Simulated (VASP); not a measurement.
Consider the following.

```xyz
7
Lattice="6.8099 -1.8134 -0.0666 6.8099 1.8134 -0.0666 -2.8468 0.0000 5.6238" Properties=species:S:1:pos:R:3 pbc="T T T"
Al     9.1518     0.0000     2.3195
Al     0.9962     0.0000     5.1845
Zn     4.1290     0.0000     4.5548
S      9.2371     0.0000    -0.0104
S     11.1798     0.0000     3.1165
S      1.0143     0.0000     2.8722
S      5.6391     0.0000     0.6787
```

Computed with LDA (Ceperley-Alder, Perdew-Zunger), VASP's LDA PAW potentials (set 64) (plane waves; VASP). Settings: 400 eV cut-off, Gaussian smearing of 0.050 eV, potentials Al Zn S.

Question: Give the energies of bands 11 to 24 at the high-symmetry points, in eV from the valence-band maximum.

Answer: 
| band | Γ | C | Y2 | M2 | D | A | V2 |
|---|---|---|---|---|---|---|---|
| 11 | -6.88 | -6.61 | -5.29 | -5.87 | -6.78 | -5.95 | -6.64 |
| 12 | -5.67 | -5.95 | -4.95 | -5.29 | -6.18 | -5.33 | -5.98 |
| 13 | -4.15 | -5.59 | -4.62 | -4.76 | -4.88 | -5.08 | -5.44 |
| 14 | -3.26 | -5.06 | -4.25 | -3.96 | -4.30 | -3.80 | -5.29 |
| 15 | -3.21 | -4.61 | -3.91 | -3.79 | -4.19 | -3.72 | -4.61 |
| 16 | -3.16 | -3.66 | -3.35 | -3.73 | -3.98 | -3.69 | -4.00 |
| 17 | -2.77 | -3.50 | -3.21 | -3.09 | -3.63 | -2.92 | -3.29 |
| 18 | -1.95 | -3.18 | -3.17 | -2.29 | -2.93 | -2.30 | -3.02 |
| 19 | -1.84 | -2.80 | -1.78 | -2.03 | -2.66 | -2.13 | -2.71 |
| 20 | -0.67 | -2.54 | -0.74 | -1.72 | -1.82 | -1.69 | -2.35 |
| 21 | -0.01 | -1.87 | 0.00 | -0.26 | -1.12 | -0.29 | -2.05 |
| 22 | 1.09 | 2.20 | 1.24 | 1.79 | 1.05 | 1.97 | 2.62 |
| 23 | 1.20 | 2.71 | 1.86 | 2.17 | 1.15 | 1.99 | 2.73 |
| 24 | 2.16 | 3.06 | 2.93 | 2.89 | 2.21 | 3.54 | 3.13 |

The gap is indirect, 1.05 eV, from the valence maximum at Y2 to the conduction minimum at D.

The structure comes from a computed database's Al2ZnS4 entry (Cm); how it stands against other phases isn't given here. It was relaxed first, which changed the volume by -9 %.
